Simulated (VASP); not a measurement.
The input files of a VASP run:

File KPOINTS:
```
Automatic mesh
0
gamma
14 14 7
```

File POSCAR:
```
Zn
1
    1.3300000000    -2.3036280000     0.0000000000
    1.3300000000     2.3036280000     0.0000000000
    0.0000000000     0.0000000000     4.9500000000
Zn
2
Direct
  0.3333330000   0.6666670000   0.2500000000
  0.6666670000   0.3333330000   0.7500000000
```

INCAR:
```
SYSTEM = Zn
PREC = Accurate; ENCUT = 520; LREAL = F
LASPH = T
EDIFF = 1E-6; NELM = 100; ALGO = Normal
LMAXMIX = 4
ISMEAR = 1; SIGMA = 0.1
GGA = CX; LUSE_VDW = T; AGGAC = 0.0
IBRION = 2; NSW = 60; ISIF = 3
EDIFFG = -0.01
LWAVE = F; LCHARG = F
```

POTCAR, in this order: Zn (PBE.64 set). Program: vasp_std.

Question: Translate this vdW-DF-cx calculation to Quantum ESPRESSO's pw.x.

Answer: One equivalent input (not run):
```
&CONTROL
  calculation = 'vc-relax'
  pseudo_dir = './pseudo'
  outdir = './out'
  tprnfor = .true.
  tstress = .true.
  nstep = 60
  forc_conv_thr = 0.00039
/
&SYSTEM
  ibrav = 0
  nat = 2
  ntyp = 1
  ecutwfc = 84
  occupations = 'smearing'
  smearing = 'methfessel-paxton'
  degauss = 0.00735
  input_dft = 'vdw-df-cx'
/
&ELECTRONS
  conv_thr = 7.3e-08
  electron_maxstep = 100
/
&IONS
/
&CELL
/
ATOMIC_SPECIES
  Zn 65.380 Zn.upf
CELL_PARAMETERS angstrom
     1.3300000   -2.3036280    0.0000000
     1.3300000    2.3036280    0.0000000
     0.0000000    0.0000000    4.9500000
ATOMIC_POSITIONS crystal
  Zn   0.3333330  0.6666670  0.2500000
  Zn   0.6666670  0.3333330  0.7500000
K_POINTS automatic
  14 14 7 0 0 0
```
The two are equivalent in intent, not identical: the potentials are each code's own (VASP's PAW set, PseudoDojo norm-conserving files in pw.x), so ENCUT and ecutwfc are chosen apart and not converted; conv_thr bounds pw.x's estimated SCF error, while EDIFF bounds the energy change between steps; forc_conv_thr acts on force components and is met together with etot_conv_thr.

The compound is Zn in the hcp structure. This run relaxes it. Symmetry was kept, so distortions that lower it aren't found.
